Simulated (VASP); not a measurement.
Crystal: Ti.

```
Ti
1.0
     2.95000    0.00000    0.00000
    -1.47500    2.55477    0.00000
     0.00000    0.00000    4.68000
Ti
2
Direct
  0.33333 0.66667 0.25000
  0.66667 0.33333 0.75000
```

```yaml
Program: VASP 6.6.1
Task: relaxation of cell and atoms
Functional: LDA
Potentials_or_basis: VASP PAW LDA potentials, release 64 (Ti_sv)
Cutoff: 600 eV
k_mesh: 18 × 18 × 9
Occupations: methfessel-paxton, width 0.1 eV
Spin: no spin polarisation
```

At the start: pressure -9.9 GPa; volume 17.64 Å³/atom.

**Question.** How do energy, volume and symmetry change on relaxing?

**Answer.** Over 5 steps the energy falls by 51.7 meV/atom and the volume is 16.08 Å³/atom (-8.8 %); space group P6_3/mmc (No. 194, to 0.05 Å).

Step by step:
| step | energy change (eV) | largest force (eV/Å) | pressure (GPa) | volume (Å³) |
| --- | --- | --- | --- | --- |
| 1 | 0.0000 | 0.0000 | -9.89 | 35.27 |
| 2 | -0.0406 | 0.0000 | 9.76 | 30.00 |
| 3 | -0.1033 | 0.0000 | -0.07 | 32.18 |
| 4 | -0.1033 | 0.0000 | 0.10 | 32.12 |
| 5 | -0.1033 | 0.0000 | -0.03 | 32.16 |

Final structure:
```
CELL_PARAMETERS angstrom
2.86121 0.00000 0.00000
-1.43060 2.47788 0.00000
0.00000 0.00000 4.53605
ATOMIC_POSITIONS crystal
Ti 0.33333 0.66667 0.25000
Ti 0.66667 0.33333 0.75000
```
